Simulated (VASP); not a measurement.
All values below come from optB86b-vdW, VASP's PBE PAW potentials (set 64) (plane waves; VASP 6.6.1).

VASP input:

**INCAR**
```
AGGAC  =  0.0
ALGO  =  Normal
EDIFF  =  1E-7
ENCUT  =  520
GGA  =  MK
ICHARG  =  11
ISMEAR  =  0
LASPH  =  .TRUE.
LCHARG  =  .FALSE.
LMAXMIX  =  4
LORBIT  =  11
LREAL  =  .FALSE.
LUSE_VDW  =  .TRUE.
LWAVE  =  .FALSE.
NELM  =  100
PARAM1  =  0.1234
PARAM2  =  1.0
PREC  =  Accurate
SIGMA  =  0.05
SYSTEM  =  PbF2
```

KPOINTS:
```
k-points along high-symmetry lines
15
Line-mode
Reciprocal
  0.000000   0.000000   0.000000 ! GAMMA
  0.500000   0.000000   0.500000 ! X

  0.500000   0.000000   0.500000 ! X
  0.625000   0.250000   0.625000 ! U

  0.375000   0.375000   0.750000 ! K
  0.000000   0.000000   0.000000 ! GAMMA

  0.000000   0.000000   0.000000 ! GAMMA
  0.500000   0.500000   0.500000 ! L

  0.500000   0.500000   0.500000 ! L
  0.500000   0.250000   0.750000 ! W

  0.500000   0.250000   0.750000 ! W
  0.500000   0.000000   0.500000 ! X
```

File POSCAR:
```
PbF2
4.193380
  0.0000000000   0.7071067140   0.7071067140
  0.7071067140   0.0000000000   0.7071067140
  0.7071067140   0.7071067140   0.0000000000
Pb F
1 2
Cart
  0.0000000000   0.0000000000   0.0000000000
  0.3535533570   0.3535533570   0.3535533570
  1.0606600710   1.0606600710   1.0606600710
```

POTCAR, in this order: Pb_d F (PBE.64 set). Program: vasp_std. Read from the step before: CHGCAR.

Output of the run:

OUTCAR:
```
 ion  position               nearest neighbor table
   1  0.000  0.000  0.000-   2 2.57   3 2.57   3 2.57   3 2.57   3 2.57   2 2.57   2 2.57   2 2.57
  LATTYP: Found a face centered cubic cell.
 ALAT       =     5.9303343048
 Subroutine PRICEL returns:
 Original cell was already a primitive cell.
 Subroutine GETGRP returns: Found 48 space group operations
The static configuration has the point symmetry O_h .
The dynamic configuration has the point symmetry O_h .
 Subroutine INISYM returns: Found 48 space group operations
   k-points           NKPTS =     90   k-points in BZ     NKDIM =     90   number of bands    NBANDS=     18
   number of dos      NEDOS =    301   number of ions     NIONS =      3
   total plane-waves  NPLWV =  32768
   dimension x,y,z NGX =    32 NGY =   32 NGZ =   32
   dimension x,y,z NGXF=    64 NGYF=   64 NGZF=   64
   ions per type =               1   2
   PREC   = accura    normal or accurate (medium, high low for compatibility)
   ISTART =      0    job   : 0-new  1-cont  2-samecut
   ICHARG =     11    charge: 1-file 2-atom 10-const
   ISPIN  =      1    spin polarized calculation?
   LNONCOLLINEAR =      F non collinear calculations
   LSORBIT =      F    spin-orbit coupling
   INIWAV =      1    electr: 0-lowe 1-rand  2-diag
   ENCUT  =  520.0 eV  38.22 Ry    6.18 a.u.   7.80  7.80  7.80*2*pi/ulx,y,z
   NELM   =    100;   NELMIN=  2; NELMDL= -5     # of ELM steps
   EDIFF  = 0.1E-06   stopping-criterion for ELM
   LREAL  =      F    real-space projection
   NLSPLINE    = F    spline interpolate recip. space projectors
   LMAXMIX     =    4 max onsite mixed and CHGCAR
   VOSKOWN=      0    Vosko Wilk Nusair interpolation
   EDIFFG = 0.1E-05   stopping-criterion for IOM
   NSW    =      0    number of steps for IOM
   NBLOCK =      1;   KBLOCK =      1    inner block; outer block
   IBRION =     -1    ionic relax: 0-MD 1-quasi-New 2-CG
   NFREE  =      0    steps in history (QN), initial steepest desc. (CG)
   ISIF   =      2    stress and relaxation
   ISYM   =      2    0-nonsym 1-usesym 2-fastsym
   TEIN   =    0.0    initial temperature
   TEBEG  =    0.0;   TEEND  =   0.0 temperature during run
   SMASS  =  -3.00    Nose mass-parameter (am)
...
```

File OSZICAR:
```
       N       E                     dE             d eps       ncg     rms          rms(c)
DAV:   1     0.304677768547E+03    0.30468E+03   -0.15019E+04  3248   0.178E+03
DAV:   2     0.203841703020E+02   -0.28429E+03   -0.27469E+03  3780   0.456E+02
DAV:   3    -0.638542154366E+01   -0.26770E+02   -0.26249E+02  3788   0.151E+02
DAV:   4    -0.727295917747E+01   -0.88754E+00   -0.88585E+00  3526   0.285E+01
DAV:   5    -0.730231230847E+01   -0.29353E-01   -0.29350E-01  3668   0.530E+00
DAV:   6    -0.730382885964E+01   -0.15166E-02   -0.15165E-02  3970   0.114E+00
DAV:   7    -0.730390462946E+01   -0.75770E-04   -0.75770E-04  3986   0.213E-01
DAV:   8    -0.730390764652E+01   -0.30171E-05   -0.30170E-05  3912   0.330E-02
DAV:   9    -0.730390772413E+01   -0.77613E-07   -0.77616E-07  2310   0.426E-03
   1 F= -.73039077E+01 E0= -.73039077E+01  d E =-.384297E-11
```

File OUTCAR:
```
 val. band max:        1.6834216328   @ k =   0.5000   0.2500   0.7500

 cond. band min:       6.1078102749   @ k =   0.5000   0.0000   0.5000



 k-point     1 :       0.0000    0.0000    0.0000
  band No.  band energies     occupation
      1     -19.2593      2.00000
      2     -18.6306      2.00000
      3     -12.6646      2.00000
      4     -12.6646      2.00000
      5     -12.6646      2.00000
      6     -12.6081      2.00000
      7     -12.6081      2.00000
      8      -2.9707      2.00000
      9      -0.7528      2.00000
     10      -0.7528      2.00000
     11      -0.7528      2.00000
     12      -0.2616      2.00000
     13      -0.2616      2.00000
     14      -0.2616      2.00000
     15       8.4255      0.00000
     16       8.4255      0.00000
     17       8.4255      0.00000
     18      12.1503      0.00000

 k-point     2 :       0.0357    0.0000    0.0357
  band No.  band energies     occupation
      1     -19.2559      2.00000
      2     -18.6339      2.00000
      3     -12.6636      2.00000
      4     -12.6636      2.00000
      5     -12.6615      2.00000
      6     -12.6085      2.00000
      7     -12.6078      2.00000
      8      -3.0031      2.00000
      9      -0.7731      2.00000
     10      -0.7731      2.00000
     11      -0.7425      2.00000
     12      -0.2512      2.00000
     13      -0.2512      2.00000
     14      -0.2306      2.00000
     15       8.3438      0.00000
     16       8.4423      0.00000
     17       8.4423      0.00000
     18      12.2721      0.00000

 k-point     3 :       0.0714    0.0000    0.0714
  band No.  band energies     occupation
      1     -19.2456      2.00000
      2     -18.6432      2.00000
      3     -12.6604      2.00000
      4     -12.6604      2.00000
      5     -12.6523      2.00000
      6     -12.6097      2.00000
      7     -12.6069      2.00000
      8      -3.0951      2.00000
      9      -0.8293      2.00000
     10      -0.8293      2.00000
...
```

The density is held fixed in this step, so its total energy and stress have no physical meaning. Unless said otherwise, spin-orbit coupling is left out, though it shifts the bands of the heavy elements here.

The compound is PbF2 in the fluorite structure, the β form. It was relaxed first.
